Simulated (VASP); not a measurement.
Computed with PW91 GGA, VASP's PBE PAW potentials (set 64) (plane waves; VASP 6.6.1).

VASP input:

File POSCAR:
```
BN
1
    0.0000000000     1.8075000000     1.8075000000
    1.8075000000     0.0000000000     1.8075000000
    1.8075000000     1.8075000000     0.0000000000
B N
1 1
Direct
  0.0000000000   0.0000000000   0.0000000000
  0.2500000000   0.2500000000   0.2500000000
```

### INCAR
```
SYSTEM=BN
PREC=Accurate; ENCUT=520; LREAL=.FALSE.
LASPH=.TRUE.
EDIFF=1E-6; NELM=100; ALGO=Normal
ISMEAR=0; SIGMA=0.05
GGA=91
IBRION=2; NSW=60; ISIF=3
EDIFFG=-0.01
LWAVE=.FALSE.; LCHARG=.FALSE.
```

KPOINTS:
```
Automatic mesh
0
Gamma
11 11 11
0 0 0
```

POTCAR, in this order: B N (PBE.64 set). Program: vasp_std.

Output

**OSZICAR**
```
       N       E                     dE             d eps       ncg     rms          rms(c)
DAV:   1     0.948083297291E+01    0.94808E+01   -0.53859E+03   960   0.101E+03
DAV:   2    -0.183305583131E+02   -0.27811E+02   -0.27306E+02  1224   0.174E+02
DAV:   3    -0.185312774154E+02   -0.20072E+00   -0.20072E+00  1032   0.184E+01
DAV:   4    -0.185314916357E+02   -0.21422E-03   -0.21422E-03  1216   0.513E-01
DAV:   5    -0.185314917877E+02   -0.15205E-06   -0.15205E-06   984   0.896E-03    0.682E+00
DAV:   6    -0.175995850966E+02    0.93191E+00   -0.37167E+00  1136   0.141E+01    0.328E+00
DAV:   7    -0.175225832664E+02    0.77002E-01   -0.98347E-02  1152   0.303E+00    0.191E+00
DAV:   8    -0.175049437224E+02    0.17640E-01   -0.44809E-02  1040   0.186E+00    0.192E-01
DAV:   9    -0.175050735251E+02   -0.12980E-03   -0.52271E-04   920   0.251E-01    0.784E-02
DAV:  10    -0.175051251288E+02   -0.51604E-04   -0.10766E-04  1280   0.108E-01    0.141E-02
DAV:  11    -0.175051281929E+02   -0.30641E-05   -0.57057E-06  1016   0.223E-02    0.663E-03
DAV:  12    -0.175051281702E+02    0.22721E-07   -0.11787E-06   456   0.900E-03
   1 F= -.17505128E+02 E0= -.17505128E+02  d E =-.175051E+02
       N       E                     dE             d eps       ncg     rms          rms(c)
DAV:   1    -0.175097322012E+02   -0.46040E-02   -0.14538E-01   952   0.392E+00    0.493E-01
DAV:   2    -0.175053380999E+02    0.43941E-02   -0.21076E-02  1016   0.111E+00    0.130E-01
DAV:   3    -0.175051527637E+02    0.18534E-03   -0.50359E-04  1024   0.236E-01    0.555E-02
DAV:   4    -0.175050868590E+02    0.65905E-04   -0.91456E-05  1064   0.856E-02    0.145E-02
DAV:   5    -0.175050857110E+02    0.11480E-05   -0.32497E-06   944   0.148E-02    0.867E-03
DAV:   6    -0.175050853739E+02    0.33712E-06   -0.15704E-07   448   0.528E-03
   2 F= -.17505085E+02 E0= -.17505085E+02  d E =0.427963E-04
       N       E                     dE             d eps       ncg     rms          rms(c)
DAV:   1    -0.175072578566E+02   -0.21721E-02   -0.37535E-02   976   0.201E+00    0.251E-01
DAV:   2    -0.175061337560E+02    0.11241E-02   -0.53491E-03  1032   0.563E-01    0.663E-02
DAV:   3    -0.175060850255E+02    0.48731E-04   -0.13170E-04  1040   0.120E-01    0.283E-02
DAV:   4    -0.175060686133E+02    0.16412E-04   -0.23161E-05  1048   0.433E-02    0.746E-03
DAV:   5    -0.175060685172E+02    0.96095E-07   -0.77130E-07   560   0.741E-03
   3 F= -.17506069E+02 E0= -.17506069E+02  d E =-.940347E-03
```

OUTCAR:
```
------------------------ aborting loop because EDIFF is reached ----------------------------------------
  FORCE on cell =-STRESS in cart. coord.  units (eV):
  Direction    XX          YY          ZZ          XY          YZ          ZX
  --------------------------------------------------------------------------------------
  Total        0.0008339      0.0008339      0.0008339      0.0000000     -0.0000000      0.0000000
  in kB        0.1122033      0.1122033      0.1122033      0.0000000     -0.0000000      0.0000000
  external PRESSURE =       0.1122033 kB  Pullay stress =       0.0000000 kB
  volume of cell :       11.91
      direct lattice vectors                 reciprocal lattice vectors
     0.000000000  1.812455032  1.812455032    -0.275868913  0.275868913  0.275868913
     1.812455032 -0.000000000  1.812455032     0.275868913 -0.275868913  0.275868913
     1.812455032  1.812455032 -0.000000000     0.275868913  0.275868913 -0.275868913
  FREE ENERGIE OF THE ION-ELECTRON SYSTEM (eV)
  ---------------------------------------------------
  free  energy   TOTEN  =       -17.5060685172 eV

  energy  without entropy=      -17.5060685172  energy(sigma->0) =      -17.50606852

 reached required accuracy - stopping structural energy minimisation
```
(Selected blocks of OUTCAR.)

File CONTCAR:
```
BN
   1.00000000000000
     0.0000000000000000    1.8124550317905419    1.8124550317905419
     1.8124550317905419   -0.0000000000000000    1.8124550317905419
     1.8124550317905419    1.8124550317905419   -0.0000000000000000
  B               N
     1     1
Direct
     0.0000000000000000    0.0000000000000000    0.0000000000000000
     0.2500000000000000    0.2500000000000000    0.2500000000000000
```

The compound is BN in the zinc blende structure. This run relaxes it. Symmetry was kept, so distortions that lower it aren't found.
